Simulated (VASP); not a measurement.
```xyz
12
Lattice="5.1085 0.0000 0.0000 0.0000 5.1085 0.0000 0.0000 0.0000 5.1085" Properties=species:S:1:pos:R:3 pbc="T T T"
Sn     0.0000     0.0000     0.0000
Sn     2.5543     2.5543     0.0000
Sn     0.0000     2.5543     2.5543
Sn     2.5543     0.0000     2.5543
O      1.7365     1.7365     1.7365
O      4.2907     0.8178     3.3720
O      3.3720     4.2907     0.8178
O      0.8178     3.3720     4.2907
O      3.3720     3.3720     3.3720
O      0.8178     4.2907     1.7365
O      1.7365     0.8178     4.2907
O      4.2907     1.7365     0.8178
```

The numbers are results of r2SCAN meta-GGA, VASP's PBE PAW potentials (set 64) (plane waves; VASP), not measurements. Numerical set-up: 520 eV cut-off, 5×5×5 Γ-centred mesh, tetrahedra with Blöchl corrections, potentials Sn_d O.

Unless said otherwise, spin-orbit coupling is left out, though it shifts the bands of the heavy elements here.

Problem. What does the run give for the energy per atom (σ→0), band gap (over mesh and band path) with the smallest direct gap where there is one?

Solution. 
```json
{
 "band gap (over mesh and band path)": "1.57 eV",
 "smallest direct gap (over mesh and band path)": "1.65 eV",
 "energy per atom (σ→0)": "-14.008 eV/atom"
}
```

The absolute energy has meaning only against runs of the same code, potentials and settings.

The structure was generated: SnO2 was put into the pyrite type (Pa-3), which need not be its known phase. It was relaxed first, which changed the volume by +15 %.
